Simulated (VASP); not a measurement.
Data:

```xyz
8
Lattice="0.0000 2.4839 2.4839 2.4839 0.0000 2.4839 10.0745 10.0745 -0.1391" Properties=species:S:1:pos:R:3 pbc="T T T"
Ga    10.0470    10.0470    -0.1115
As     1.4360     1.4360     1.0479
As     3.8344     3.8344     1.1333
As     6.2402     6.2402     1.2114
As     8.6464     8.6464     1.2890
B      5.1108     5.1108     4.8247
B      5.0317     5.0317    -0.0640
B      7.4380     7.4380     0.0136
```

Level of theory: PBEsol GGA, VASP's PBE PAW potentials (set 64) (plane waves; VASP). Settings: 520 eV cut-off, 12×12×3 Γ-centred mesh, tetrahedra with Blöchl corrections, potentials Ga_d As B.

For a metal the tetrahedron method with Blöchl corrections gives inexact stress and forces.

Q: Predict the energy per atom (σ→0), largest force, band gap (on the k-mesh) with the smallest direct gap where there is one.

A: 
```yaml
band gap (on the k-mesh): none (metal, semimetal or under 0.01 eV)
energy per atom (σ→0): -5.555 eV/atom
largest_force: 0.088 eV/Å
```

The absolute energy has meaning only against runs of the same code, potentials and settings.

The structure was generated: GaAs4B3 was put into an ordered model structure (R3m), which need not be its known phase. It was relaxed first.
